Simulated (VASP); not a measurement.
Wanted: the native input for a VASP 6.6.1 run.

```
Task                   : single point
Functional             : LDA
Potentials or basis    : VASP PAW LDA potentials, release 64 (W_sv)
Cutoff                 : 520 eV
k mesh                 : 18 × 18 × 18
Occupations            : gaussian, width 0.1 eV
Spin                   : no spin polarisation
Further INCAR settings : ALGO = Normal; EDIFF = 1e-07
```

The structure of W lies in POSCAR:

```
W                                       
1.0
   -1.5709604538      1.5709604538      1.5709604538
    1.5709604538     -1.5709604538      1.5709604538
    1.5709604538      1.5709604538     -1.5709604538
  W             
     1
Direct
     0.0000000000000000    0.0000000000000000    0.0000000000000000
```

These files were run (other wordings do the same):

INCAR

```
PREC = Accurate
ENCUT = 520
EDIFF = 1E-7
ISMEAR = 0
SIGMA = 0.1
LREAL = False
LASPH = True
NELM = 100
ALGO = Normal
ISIF = 2
LWAVE = False
LCHARG = False
```

KPOINTS

```
regular mesh
0
Gamma
  18 18 18
```

Potentials or basis: VASP PAW LDA potentials, release 64 (W_sv).

The run is started by

```console
$ cat potpaw_LDA.64/W_sv/POTCAR > POTCAR
$ mpirun -np 1 vasp_std > vasp.out
```

Results of the run:

- Pressure: 0.0 GPa
- Band gap on the k mesh: none (metal or under the smearing width)

Run time: 24 s on 1 thread of Intel(R) Xeon(R) Platinum 8375C CPU @ 2.90GHz (Ice Lake), on a shared host, peak memory 0.14 GiB.
